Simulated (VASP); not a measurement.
A convergence study with VASP on MoS2 (2H layered): one setting is varied, all else stays as given below, so the limit is that of these other settings.

```
CELL_PARAMETERS angstrom
      1.58000    -2.73664     0.00000
      1.58000     2.73664     0.00000
      0.00000     0.00000    12.30000
ATOMIC_POSITIONS crystal
  Mo 0.33333 0.66667 0.25000
  Mo 0.66667 0.33333 0.75000
  S  0.33333 0.66667 0.87900
  S  0.66667 0.33333 0.37900
  S  0.66667 0.33333 0.12100
  S  0.33333 0.66667 0.62100
```

Calculation: PBEsol GGA, VASP's PBE PAW potentials (set 64) (plane waves; VASP). The tightest run used: 550 eV cut-off, 17×17×4 Γ-centred mesh, Gaussian smearing of 0.050 eV, potentials Mo_sv S.

| setting | E (eV/atom) | pressure (GPa) | largest force (eV/Å) | irreducible k-points |
|---|---|---|---|---|
| 1×1×1 mesh | -4.8047 | 19.36 | 5.020 | 1 |
| 2×2×1 mesh | -7.5203 | -1.64 | 0.312 | 2 |
| 3×3×1 mesh | -7.8013 | -4.01 | 0.899 | 3 |
| 4×4×1 mesh | -7.8210 | -4.41 | 0.728 | 4 |
| 5×5×1 mesh | -7.8027 | -4.03 | 0.677 | 5 |
| 6×6×1 mesh | -7.8026 | -4.03 | 0.680 | 7 |

Problem. These are the cheaper rows. Estimate the results at 17×17×4 mesh, and how far the last row shown lies from them.

Solution. 
| quantity | tightest run | last row shown is off by |
|---|---|---|
| E (eV/atom) | -7.8083 | 0.0057 |
| pressure (GPa) | -4.19 | 0.16 |
| largest force (eV/Å) | 0.655 | 0.025 |

Left out are rungs that failed or repeat a setting and relaxations that didn't move; long series are thinned to 24 rows.

The compound is MoS2 in the 2H layered structure. The cell was not relaxed at this level, forces remain on its atoms.
